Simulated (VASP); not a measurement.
# SnSe (Pnma) in VASP: notebook, part 3 of 3

VASP 6.6.1. Earlier steps stand in the parts before.

## Step 5: Density of states, PBE

Contents of POSCAR:

```
SnSe                                    
1.0
   11.4864949695      0.0000000000      0.0000000000
    0.0000000000      4.1722137264     -0.0000000000
    0.0000000000     -0.0000000000      4.3796772184
  Sn              Se            
     4     4
Direct
     0.1176302971571503    0.2500000000000000    0.0931652914666247
     0.3823697028428497    0.7500000000000000    0.5931652914666246
     0.6176302971571503    0.2500000000000000    0.4068347085333753
     0.8823697028428497    0.7500000000000000    0.9068347085333754
     0.3570262765108209    0.2500000000000000    0.0220175791814775
     0.1429737234891793    0.7500000000000000    0.5220175791814775
     0.8570262765108206    0.2500000000000000    0.4779824208185154
     0.6429737234891794    0.7500000000000000    0.9779824208185225
```

Contents of INCAR.step1:

```
SYSTEM = SnSe
PREC = Accurate ; ENCUT = 520
EDIFF = 1E-6 ; ISMEAR = 0
SIGMA = 0.03 ; LREAL = .FALSE.
LASPH = .TRUE. ; NELM = 80
ALGO = Normal ; ISIF = 2
LWAVE = .FALSE. ; LCHARG = .TRUE.
GGA = PE ; KPAR = 4
```

Contents of KPOINTS.step1:

```
regular mesh
0
G
  4 8 8
  0 0 0
```

Contents of INCAR.step2:

```
SYSTEM = SnSe
PREC = Accurate ; ENCUT = 520
EDIFF = 1E-6 ; ISMEAR = -5
SIGMA = 0.03 ; LREAL = .FALSE.
LASPH = .TRUE. ; NELM = 80
ALGO = Normal ; ISIF = 2
LWAVE = .FALSE. ; LCHARG = .FALSE.
GGA = PE ; LORBIT = 11
KPAR = 4 ; NEDOS = 2001
ICHARG = 11
```

Contents of KPOINTS.step2:

```
regular mesh
0
G
  6 12 12
  0 0 0
```

Potentials or basis: VASP PAW PBE potentials, release 64 (Sn_d, Se).

The run is started by

```console
> cat potpaw_PBE.64/Sn_d/POTCAR potpaw_PBE.64/Se/POTCAR > POTCAR
> cp INCAR.step1 INCAR
> cp KPOINTS.step1 KPOINTS
> mpirun -np 4 vasp_std > vasp.out
> cp INCAR.step2 INCAR
> cp KPOINTS.step2 KPOINTS
> mpirun -np 4 vasp_std > vasp.out
```

OUTCAR:

```text
SYSTEM = SnSe
   PREC = Accurate
   ENCUT = 520
   EDIFF = 1E-6
   ISMEAR = -5
   LREAL = .FALSE.
   LASPH = .TRUE.
   NELM = 80
   ISIF = 2
   GGA = PE
   LORBIT = 11
   ICHARG = 11

 ion  position               nearest neighbor table
   1  0.118  0.250  0.093-   5 2.77   6 2.82   6 2.82   6 3.27   6 3.27   4 3.51   4 3.51
   2  0.382  0.750  0.593-   6 2.77   5 2.82   5 2.82   5 3.27   5 3.27   3 3.51   3 3.51
   3  0.618  0.250  0.407-   7 2.77   8 2.82   8 2.82   8 3.27   8 3.27   2 3.51   2 3.51
   4  0.882  0.750  0.907-   8 2.77   7 2.82   7 2.82   7 3.27   7 3.27   1 3.51   1 3.51
   5  0.357  0.250  0.022-   1 2.77   2 2.82   2 2.82   2 3.27   2 3.27
   6  0.143  0.750  0.522-   2 2.77   1 2.82   1 2.82   1 3.27   1 3.27
   7  0.857  0.250  0.478-   3 2.77   4 2.82   4 2.82   4 3.27   4 3.27
   8  0.643  0.750  0.978-   4 2.77   3 2.82   3 2.82   3 3.27   3 3.27

  LATTYP: Found a simple orthorhombic cell.
 ALAT       =     4.1722137264
 B/A-ratio  =     1.0497250394
 C/A-ratio  =     2.7530936147

  Lattice vectors:

[... 1429 lines left out ...]

  FORCE on cell =-STRESS in cart. coord.  units (eV):
  Direction    XX          YY          ZZ          XY          YZ          ZX
  --------------------------------------------------------------------------------------
  -------------------------------------------------------------------------------------
  Total        2.9550522      2.9828711      2.9817246      0.0000000      0.0000000      0.0000000
  in kB       22.5569080     22.7692587     22.7605074      0.0000000      0.0000000      0.0000000
  external PRESSURE =      22.6955580 kB  Pullay stress =       0.0000000 kB

 VOLUME and BASIS-vectors are now :
 -----------------------------------------------------------------------------
  energy-cutoff  :      520.00
  volume of cell :      209.89
      direct lattice vectors                 reciprocal lattice vectors
    11.486494970  0.000000000  0.000000000     0.087058759  0.000000000  0.000000000
     0.000000000  4.172213726  0.000000000     0.000000000  0.239680914  0.000000000
     0.000000000  0.000000000  4.379677218     0.000000000  0.000000000  0.228327329

 POSITION                                       TOTAL-FORCE (eV/Angst)
 -----------------------------------------------------------------------------------
      1.35116      1.04305      0.40803         0.002382     -0.000000     -0.002954
      4.39209      3.12916      2.59787        -0.002382      0.000000     -0.002954
      7.09441      1.04305      1.78180         0.002382     -0.000000      0.002954
     10.13534      3.12916      3.97164        -0.002382     -0.000000      0.002954
      4.10098      1.04305      0.09643         0.008765      0.000000      0.007296
      1.64227      3.12916      2.28627        -0.008765     -0.000000      0.007296
      9.84423      1.04305      2.09341         0.008765     -0.000000     -0.007296
      7.38551      3.12916      4.28325        -0.008765     -0.000000     -0.007296
 -----------------------------------------------------------------------------------
    total drift:                                0.000000     -0.000000     -0.000000

  FREE ENERGIE OF THE ION-ELECTRON SYSTEM (eV)
  ---------------------------------------------------
  free  energy   TOTEN  =       -32.7812013878 eV

  energy  without entropy=      -32.7812013878  energy(sigma->0) =      -32.78120139

 total charge

# of ion       s       p       d       tot
------------------------------------------
    1        1.349   0.743   9.996  12.088
    2        1.349   0.743   9.996  12.088
    3        1.349   0.743   9.996  12.088
    4        1.349   0.743   9.996  12.088
    5        1.473   2.323   0.026   3.822
    6        1.473   2.323   0.026   3.822
    7        1.473   2.323   0.026   3.822
    8        1.473   2.323   0.026   3.822
--------------------------------------------------
tot         11.287  12.265  40.087  63.639
```

OUTCAR.step1:

```text
SYSTEM = SnSe
   PREC = Accurate
   ENCUT = 520
   EDIFF = 1E-6
   ISMEAR = 0
   LREAL = .FALSE.
   LASPH = .TRUE.
   NELM = 80
[... 1473 lines left out ...]
      1.64227      3.12916      2.28627        -0.008235     -0.000000      0.005069
      9.84423      1.04305      2.09341         0.008235      0.000000     -0.005069
      7.38551      3.12916      4.28325        -0.008235      0.000000     -0.005069
 -----------------------------------------------------------------------------------
    total drift:                                0.000000     -0.000000     -0.000000

  FREE ENERGIE OF THE ION-ELECTRON SYSTEM (eV)
  ---------------------------------------------------
  free  energy   TOTEN  =       -32.7824284736 eV

  energy  without entropy=      -32.7824284736  energy(sigma->0) =      -32.78242847
```

Run time: 3.8 min. Hardware: 4 MPI ranks of Intel Xeon 6975P-C (Granite Rapids), shared host; peak memory 1.4 GiB.

Results:

- Valence electrons inside the program's atomic spheres: Sn 12.09; Se 3.82

States per cell in windows of 1 eV (zero at the valence-band top; states under -8 eV left out):
| from (eV) | total | Se5_p | Se6_p | Se7_p | Se8_p | Sn1_p | Sn2_p |
| --- | --- | --- | --- | --- | --- | --- | --- |
| -8.0 | 3.62 | 0.08 | 0.08 | 0.08 | 0.08 | 0.01 | 0.01 |
| -7.0 | 3.52 | 0.09 | 0.09 | 0.09 | 0.09 | 0.01 | 0.01 |
| -6.0 | 0.68 | 0.02 | 0.02 | 0.02 | 0.02 | 0.01 | 0.01 |
| -5.0 | 2.94 | 0.21 | 0.21 | 0.21 | 0.21 | 0.11 | 0.11 |
| -4.0 | 5.26 | 0.42 | 0.42 | 0.42 | 0.42 | 0.18 | 0.18 |
| -3.0 | 6.01 | 0.56 | 0.56 | 0.56 | 0.56 | 0.17 | 0.17 |
| -2.0 | 6.11 | 0.60 | 0.60 | 0.60 | 0.60 | 0.15 | 0.15 |
| -1.0 | 3.57 | 0.33 | 0.33 | 0.33 | 0.33 | 0.08 | 0.08 |
| 0.0 | 0.39 | 0.01 | 0.01 | 0.01 | 0.01 | 0.03 | 0.03 |
| 1.0 | 4.03 | 0.11 | 0.11 | 0.11 | 0.11 | 0.31 | 0.31 |
| 2.0 | 5.30 | 0.18 | 0.18 | 0.18 | 0.18 | 0.41 | 0.41 |
| 3.0 | 4.63 | 0.19 | 0.19 | 0.19 | 0.19 | 0.36 | 0.36 |
| 4.0 | 1.64 | 0.08 | 0.08 | 0.08 | 0.08 | 0.12 | 0.12 |
| 5.0 | 0.00 | 0.00 | 0.00 | 0.00 | 0.00 | 0.00 | 0.00 |

## Step 6: How close it comes

Step 4. Against the measured gap of SnSe, 0.89 eV (indirect; 300 K; “Linear dichroism of the optical properties of SnS and SnSe van der Waals crystals”, 2024, arxiv:2409.17412), the calculated 0.54 eV is off by -0.35 eV. 2 values of this kind are on record (0.89 to 0.99 eV); this one was drawn at random. Spin-orbit coupling on Se, Sn is left out. The value is that of PBE on a finite k mesh, which can miss the band edges, without temperature or zero-point motion. Semilocal functionals fall short of measured gaps as a rule.
